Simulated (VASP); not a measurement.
An input for Quantum ESPRESSO's pw.x (written as the equivalent of a VASP run, and not itself run):

```
&CONTROL
  calculation = 'scf'
  pseudo_dir = './pseudo'
  outdir = './out'
  tprnfor = .true.
  tstress = .true.
/
&SYSTEM
  ibrav = 0
  nat = 6
  ntyp = 2
  ecutwfc = 84
  occupations = 'smearing'
  smearing = 'gaussian'
  degauss = 0.003675
  input_dft = 'pbe'
/
&ELECTRONS
  conv_thr = 7.3e-08
  electron_maxstep = 100
/
ATOMIC_SPECIES
  Si 28.085 Si.upf
  O 15.999 O.upf
CELL_PARAMETERS angstrom
     4.2330433    0.0000000    0.0000000
     0.0000000    4.2330433    0.0000000
     0.0000000    0.0000000    2.6933314
ATOMIC_POSITIONS crystal
  Si   0.0000000  0.0000000  1.0000000
  Si   0.5000000  0.5000000  0.5000000
  O    0.3068095  0.3068095  0.0000000
  O    0.8068095  0.1931905  0.5000000
  O    0.1931905  0.8068095  0.5000000
  O    0.6931905  0.6931905  1.0000000
K_POINTS automatic
  4 4 6 0 0 0
```

Question: Write the VASP files for the same calculation (PBE).

Answer: Several could match; the one computed here: 
INCAR:
```
SYSTEM  =  SiO2
PREC  =  Accurate; ENCUT  =  520; LREAL  =  .FALSE.
LASPH  =  .TRUE.
EDIFF  =  1E-6; NELM  =  100; ALGO  =  Normal
ISMEAR  =  0; SIGMA  =  0.05
GGA  =  PE
LWAVE  =  .TRUE.; LCHARG  =  .FALSE.
```

**POSCAR**
```
SiO2
1
    4.2330432793     0.0000000000     0.0000000000
    0.0000000000     4.2330432793     0.0000000000
    0.0000000000     0.0000000000     2.6933313633
Si O
2 4
Direct
  0.0000000000   0.0000000000   1.0000000000
  0.5000000000   0.5000000000   0.5000000000
  0.3068094868   0.3068094868   0.0000000000
  0.8068094868   0.1931905132   0.5000000000
  0.1931905132   0.8068094868   0.5000000000
  0.6931905132   0.6931905132   1.0000000000
```

File KPOINTS:
```
Automatic mesh
0
Gamma
4 4 6
0 0 0
```

POTCAR, in this order: Si O (PBE.64 set). Program: vasp_std.

Limits of the translation: the potentials are each code's own (VASP's PAW set, PseudoDojo norm-conserving files in pw.x), so ENCUT and ecutwfc are chosen apart and not converted; conv_thr bounds pw.x's estimated SCF error, while EDIFF bounds the energy change between steps.

The compound is SiO2 in the rutile structure, stishovite, a high-pressure form. It was relaxed first.
